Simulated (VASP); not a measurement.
## What goes wrong when Iridium is relaxed with a bad input

Some relaxations of Iridium get a fault in the input on purpose. Which of them show, and how? The starting structure is a measured crystal structure from the Crystallography Open Database.

Main program and level: VASP 6.6.1; Kohn-Sham DFT with plane waves and PAW; PBEsol.

## (1) The structure

The structure is cubic, space group Fm-3m (No. 225). The conventional cell has a = 3.839 Å, b = 3.839 Å, c = 3.839 Å, α = 90.00°, β = 90.00°, γ = 90.00°. Nearest to Ir lie 12 Ir at 2.71 Å.

## (2) Reference relaxation

Input file INCAR:

```
SYSTEM = Ir
PREC = Accurate
ENCUT = 450
EDIFF = 1E-06
NELM = 100
ISMEAR = 1
SIGMA = 0.1
LREAL = .FALSE.
ALGO = Normal
GGA = PS
NBANDS = 10
LORBIT = 11
LWAVE = .FALSE.
LCHARG = .FALSE.
KPAR = 2
IBRION = 2
NSW = 50
ISIF = 3
EDIFFG = -0.01
```

Input file POSCAR:

```
Ir
1.0
    0.0000000000      1.9197000000      1.9197000000
    1.9197000000      0.0000000000      1.9197000000
    1.9197000000      1.9197000000      0.0000000000
Ir
1
Direct
    0.0000000000      0.0000000000      0.0000000000
```

Input file KPOINTS:

```
Automatic mesh
0
Gamma
12 12 12
0 0 0
```

Potentials, in the order of the species: Ir (PBE family, release 64).

Command:

```bash
mpirun -np 2 vasp_std
```

Output:

```text
[banner, memory and clock lines left out]
running    2 mpi-ranks, on    1 nodes
 distrk:  each k-point on    1 cores,    2 groups
 distr:  one band on    1 cores,    1 groups

 POSCAR found type information on POSCAR Ir
 POSCAR found :  1 types and       1 ions
|                                                                             |
|               ----> ADVICE to this user running VASP <----                  |
|                                                                             |
|     You enforced a specific xc type in the INCAR file but a different       |
|     [... a line on the potential file left out ...]
|     I HOPE YOU KNOW WHAT YOU ARE DOING!                                     |
|                                                                             |

 LDA part: xc-table for (Slater+PW92), standard interpolation
 POSCAR, INCAR and KPOINTS ok, starting setup
 FFT: planning ... GRIDC
 FFT: planning ... GRID_SOFT
 FFT: planning ... GRID
 WAVECAR not read
 entering main loop
       N       E                     dE             d eps       ncg     rms          rms(c)
DAV:   1     0.405156875735E+02    0.40516E+02   -0.39892E+03  1496   0.725E+02
DAV:   2    -0.972029712619E+01   -0.50236E+02   -0.47310E+02  1480   0.182E+02
DAV:   3    -0.104709235832E+02   -0.75063E+00   -0.74987E+00  1714   0.270E+01
DAV:   4    -0.104772221527E+02   -0.62986E-02   -0.62977E-02  1618   0.229E+00
DAV:   5    -0.104773470925E+02   -0.12494E-03   -0.12494E-03  1658   0.299E-01    0.157E+01
DAV:   6    -0.994117152178E+01    0.53618E+00   -0.94832E-01  1622   0.117E+01    0.612E+00
DAV:   7    -0.984413921596E+01    0.97032E-01   -0.29044E-01  1706   0.594E+00    0.145E+00
DAV:   8    -0.984276153598E+01    0.13777E-02   -0.20450E-03  1536   0.437E-01    0.129E+00
DAV:   9    -0.983702283252E+01    0.57387E-02   -0.29904E-03  1590   0.787E-01    0.499E-02
DAV:  10    -0.983699436875E+01    0.28464E-04   -0.32487E-05  2080   0.703E-02    0.307E-02
DAV:  11    -0.983699569223E+01   -0.13235E-05   -0.18513E-06  1526   0.993E-03    0.471E-03
DAV:  12    -0.983699573924E+01   -0.47012E-07   -0.38373E-08   774   0.223E-03
   1 F= -.98369957E+01 E0= -.98372353E+01  d E =-.983700E+01
 curvature:   0.00 expect dE= 0.000E+00 dE for cont linesearch  0.000E+00
 trial: gam= 0.00000 g(F)=  0.481E-64 g(S)=  0.572E-02 ort = 0.000E+00 (trialstep = 0.100E+01)
 search vector abs. value=  0.572E-02
 bond charge predicted
       N       E                     dE             d eps       ncg     rms          rms(c)
DAV:   1    -0.986959522325E+01   -0.32600E-01   -0.13607E+00  1568   0.167E+01    0.218E+00
DAV:   2    -0.983255738428E+01    0.37038E-01   -0.77048E-02  1576   0.344E+00    0.646E-01
DAV:   3    -0.982818586392E+01    0.43715E-02   -0.17026E-02  1694   0.145E+00    0.173E-01
DAV:   4    -0.982821687920E+01   -0.31015E-04   -0.21098E-04  1750   0.170E-01    0.887E-02
DAV:   5    -0.982825534596E+01   -0.38467E-04   -0.99271E-05  1712   0.625E-02    0.689E-03
DAV:   6    -0.982825830585E+01   -0.29599E-05   -0.21966E-06  1710   0.129E-02    0.221E-03
DAV:   7    -0.982825844818E+01   -0.14233E-06   -0.65451E-08   758   0.169E-03
   2 F= -.98282584E+01 E0= -.98284316E+01  d E =0.873729E-02
 trial-energy change:    0.008737  1 .order    0.008945   -0.005722    0.023612
 step:   0.2019(harm=  0.1951)  dis= 0.00000  next Energy=    -9.837575 (dE=-0.579E-03)
 bond charge predicted
       N       E                     dE             d eps       ncg     rms          rms(c)
DAV:   1    -0.986326965165E+01   -0.35011E-01   -0.86395E-01  1566   0.133E+01    0.153E+00
DAV:   2    -0.984026158922E+01    0.23008E-01   -0.52649E-02  1572   0.280E+00    0.591E-01
DAV:   3    -0.983758803320E+01    0.26736E-02   -0.10451E-02  1714   0.111E+00    0.174E-01
DAV:   4    -0.983757886071E+01    0.91725E-05   -0.23321E-04  1664   0.148E-01    0.275E-02
DAV:   5    -0.983758437037E+01   -0.55097E-05   -0.95222E-06  1934   0.167E-02    0.571E-03
DAV:   6    -0.983758489792E+01   -0.52755E-06   -0.14767E-07   822   0.339E-03
   3 F= -.98375849E+01 E0= -.98378130E+01  d E =-.589159E-03
 curvature:  -0.10 expect dE=-0.798E-08 dE for cont linesearch -0.798E-08
 trial: gam=-0.00377 g(F)=  0.437E-66 g(S)=  0.818E-07 ort = 0.216E-04 (trialstep = 0.840E+00)
 search vector abs. value=  0.101E-09
 reached required accuracy - stopping structural energy minimisation
```

Run time: 4.6 s. Hardware: 2 MPI ranks of Intel Xeon 6975P-C (Granite Rapids), shared host; peak memory 0.25 GiB; 8.2 s of CPU time.

The logs omit lines about the potential files and the build; timing stands in the text.

OUTCAR, selected parts (step 2):

```text
ion  position               nearest neighbor table
   1  0.000  0.000  0.000-

  LATTYP: Found a face centered cubic cell.
 ALAT       =     3.8394000000

 Subroutine GETGRP returns: Found 48 space group operations
 (whereof 48 operations were pure point group operations)

The static configuration has the point symmetry O_h .

 Found     72 irreducible k-points:

   k-points           NKPTS =     72   k-points in BZ     NKDIM =     72   number of bands    NBANDS=     10

   dimension x,y,z NGX =    20 NGY =   20 NGZ =   20
   dimension x,y,z NGXF=    40 NGYF=   40 NGZF=   40

   ENCUT  =  450.0 eV  33.07 Ry    5.75 a.u.   4.70  4.70  4.70*2*pi/ulx,y,z

   NELECT =       9.0000    total number of electrons

 k-points in reciprocal lattice and weights: Automatic mesh
   0.00000000  0.00000000  0.00000000       0.001
   0.08333333  0.00000000  0.00000000       0.005
   0.16666667  0.00000000  0.00000000       0.005
   0.25000000  0.00000000  0.00000000       0.005
   0.33333333  0.00000000  0.00000000       0.005
   0.41666667  0.00000000  0.00000000       0.005
   0.50000000  0.00000000  0.00000000       0.002
   0.08333333  0.08333333  0.00000000       0.003
   0.16666667  0.08333333  0.00000000       0.014
[...]
-0.33333333  0.50000000  0.16666667       0.007
  -0.25000000  0.50000000  0.25000000       0.003

 average (electrostatic) potential at core
       1 -48.5205

 E-fermi :  10.4027

 k-point     1 :       0.0000    0.0000    0.0000
  band No.  band energies     occupation
    ...
      2       6.4030      2.00000
      3       6.4030      2.00000
      4       6.4030      2.00000
      5       9.1483      2.00000
      6       9.1483      2.00000
      7      24.6560      0.00000
      8      30.2585      0.00000
      9      30.2585      0.00000
     10      30.2585      0.00000

 k-point     2 :       0.0833    0.0000    0.0000
  band No.  band energies     occupation
    ...
      2       6.2420      2.00000
      3       6.5345      2.00000
      4       6.5345      2.00000
      5       9.0661      2.00000
      6       9.0661      2.00000
      7      25.1850      0.00000
      8      28.8034      0.00000
      9      30.7682      0.00000
     10      30.7682      0.00000

 k-point     3 :       0.1667    0.0000    0.0000
  band No.  band energies     occupation
    ...
      2       5.9171      2.00000
      3       6.8025      2.00000
      4       6.8025      2.00000
      5       8.9862      2.00000
      6       8.9862      2.00000
      7      26.2407      0.00000
      8      26.6909      0.00000
      9      32.1904      0.00000
     10      32.1904      0.00000

  Total       -0.0007517     -0.0007517     -0.0007517      0.0000000      0.0000000      0.0000000
  in kB       -0.0856194     -0.0856194     -0.0856194      0.0000000      0.0000000      0.0000000
  external PRESSURE =      -0.0856194 kB  Pullay stress =       0.0000000 kB

  energy-cutoff  :      450.00
  volume of cell :       14.07
      direct lattice vectors                 reciprocal lattice vectors
     0.000000000  1.915981758  1.915981758    -0.260962819  0.260962819  0.260962819
     1.915981758 -0.000000000  1.915981758     0.260962819 -0.260962819  0.260962819
     1.915981758  1.915981758 -0.000000000     0.260962819  0.260962819 -0.260962819

 POSITION                                       TOTAL-FORCE (eV/Angst)
 -----------------------------------------------------------------------------------
      0.00000      0.00000      0.00000         0.000000      0.000000     -0.000000
 -----------------------------------------------------------------------------------
    total drift:                                0.000000      0.000000     -0.000000

  FREE ENERGIE OF THE ION-ELECTRON SYSTEM (eV)
  ---------------------------------------------------
  free  energy   TOTEN  =        -9.8375848979 eV

  energy  without entropy=       -9.8382692677  energy(sigma->0) =       -9.83781302

 reached required accuracy - stopping structural energy minimisation

 total charge
# of ion       s       p       d       tot
------------------------------------------
    1        0.674   0.749   6.980   8.403

[... 3 further parts left out ...]
```

This run has no spin polarisation. Its electron count is odd, so without a moment it is a metal by construction. The PAW data sets were made with PBE, which is usual practice but a small mismatch for other functionals. The run keeps the 48 symmetry operations of its start, so it cannot find a distortion of lower symmetry.

The reference relaxation ends at 14.067 Å³ an atom.

## (3) Relaxation with a functional's name that the tag doesn't take

A slip made on purpose: a functional's name that the tag doesn't take. Against step 2 the input has GGA = PBESOL (also changed: NELM).

INCAR, as its differences from that of step 2:

```diff
@@ -4,3 +4,3 @@
 EDIFF = 1E-06
-NELM = 100
+NELM = 60
 ISMEAR = 1
@@ -9,3 +9,3 @@
 ALGO = Normal
-GGA = PS
+GGA = PBESOL
 NBANDS = 10
```

POSCAR is that of step 2.

KPOINTS is that of step 2.

Command:

```bash
mpirun -np 2 vasp_std
```

Output:

```text
[banner, memory and clock lines left out]
running    2 mpi-ranks, on    1 nodes
[...]
|                                                                             |
|     EEEEEEE  RRRRRR   RRRRRR   OOOOOOO  RRRRRR      ###     ###     ###     |
|     E        R     R  R     R  O     O  R     R     ###     ###     ###     |
|     E        R     R  R     R  O     O  R     R     ###     ###     ###     |
|     EEEEE    RRRRRR   RRRRRR   O     O  RRRRRR       #       #       #      |
|     E        R   R    R   R    O     O  R   R                               |
|     E        R    R   R    R   O     O  R    R      ###     ###     ###     |
|     EEEEEEE  R     R  R     R  OOOOOOO  R     R     ###     ###     ###     |
|                                                                             |
|     Error: One of the selected functionals does not exist.                  |
|                                                                             |
|       ---->  I REFUSE TO CONTINUE WITH THIS SICK JOB ... BYE!!! <----       |
|                                                                             |

1
1
```

It took 1.6 s on 2 MPI ranks.

VASP stopped with this message: “Error: One of the selected functionals does not exist”.

## (4) Relaxation with too few electronic steps

A slip made on purpose: too few electronic steps. Against step 2 the input has NELM = 4 (also changed: NSW).

Input file INCAR:

```
SYSTEM = Ir
PREC = Accurate
ENCUT = 450
EDIFF = 1E-06
NELM = 4
ISMEAR = 1
SIGMA = 0.1
LREAL = .FALSE.
ALGO = Normal
GGA = PS
NBANDS = 10
LORBIT = 11
LWAVE = .FALSE.
LCHARG = .FALSE.
KPAR = 2
IBRION = 2
NSW = 30
ISIF = 3
EDIFFG = -0.01
```

POSCAR is that of step 3.

KPOINTS is that of step 3.

Command:

```bash
mpirun -np 2 vasp_std
```

Output:

```text
[banner, memory and clock lines left out]
running    2 mpi-ranks, on    1 nodes
[...]
[... a notice as in an earlier step ...]

 LDA part: xc-table for (Slater+PW92), standard interpolation
 POSCAR, INCAR and KPOINTS ok, starting setup
[...]
entering main loop
       N       E                     dE             d eps       ncg     rms          rms(c)
[... 4 cycles as in an earlier step ...]
|                                                                             |
|           W    W    AA    RRRRR   N    N  II  N    N   GGGG   !!!           |
|           W    W   A  A   R    R  NN   N  II  NN   N  G    G  !!!           |
|           W    W  A    A  R    R  N N  N  II  N N  N  G       !!!           |
|           W WW W  AAAAAA  RRRRR   N  N N  II  N  N N  G  GGG   !            |
|           WW  WW  A    A  R   R   N   NN  II  N   NN  G    G                |
|           W    W  A    A  R    R  N    N  II  N    N   GGGG   !!!           |
|                                                                             |
[...]
|     number of steps (NELM). The forces and other quantities evaluated       |
|     might not be reliable so examine the results carefully. If you find     |
|     spurious results, we suggest increasing NELM, if you were close to      |
|     convergence or switching to a different ALGO or adjusting the           |
|     density mixing parameters otherwise.                                    |
|                                                                             |

   1 F= -.10477222E+02 E0= -.10477324E+02  d E =-.104772E+02
[...]
|     The electronic self-consistency was not achieved in the given           |
[... from here on, the cycles between the ionic steps are left out ...]
   2 F= 0.95584580E+02 E0= 0.95584446E+02  d E =0.106062E+03
[...]
|     The electronic self-consistency was not achieved in the given           |
   3 F= -.97070780E+01 E0= -.97071803E+01  d E =0.770144E+00
   4 F= -.97662903E+01 E0= -.97663539E+01  d E =0.710932E+00
   5 F= -.98236446E+01 E0= -.98238106E+01  d E =0.653578E+00
   6 F= -.98354639E+01 E0= -.98356698E+01  d E =0.641758E+00
   7 F= -.98374706E+01 E0= -.98376942E+01  d E =0.639752E+00
   8 F= -.98375848E+01 E0= -.98378132E+01  d E =0.639637E+00
[...]
reached required accuracy - stopping structural energy minimisation
```

Elapsed: 7.4 s, on 2 MPI ranks; peak memory 0.3 GiB.

Parts of OUTCAR (step 4):

```text
  Total        0.0010149      0.0010149      0.0010149      0.0000000      0.0000000      0.0000000
  in kB        0.1155908      0.1155908      0.1155908      0.0000000      0.0000000      0.0000000
  external PRESSURE =       0.1155908 kB  Pullay stress =       0.0000000 kB

 POSITION                                       TOTAL-FORCE (eV/Angst)
 -----------------------------------------------------------------------------------
      0.00000      0.00000      0.00000         0.000000     -0.000000      0.000000
 -----------------------------------------------------------------------------------
    total drift:                                0.000000      0.000000     -0.000000

  FREE ENERGIE OF THE ION-ELECTRON SYSTEM (eV)
  ---------------------------------------------------
  free  energy   TOTEN  =        -9.8375848059 eV

  energy  without entropy=       -9.8382699772  energy(sigma->0) =       -9.83781320

[... 2 parts as in an earlier step ...]

[... 2 further parts left out ...]
[key lines of the parts left out:]
E-fermi :  10.4021
```

With too few electronic steps the cell ends at 14.067 Å³ an atom, +0.00 % from the reference.

[end of part 1 of 2]

[Lines on the potential files, build, host, timing and source positions are cut from VASP's logs without a mark.]

[Logs are printed without paths, hosts, clocks, repeated set-up lines and the standing remarks that a program may print on its own settings, such as how far it seeks lower states.]

[Hosts, paths, dates, database ids (printed as entryN), source tags and the programs' standing remarks are cut or masked in the printed files.]
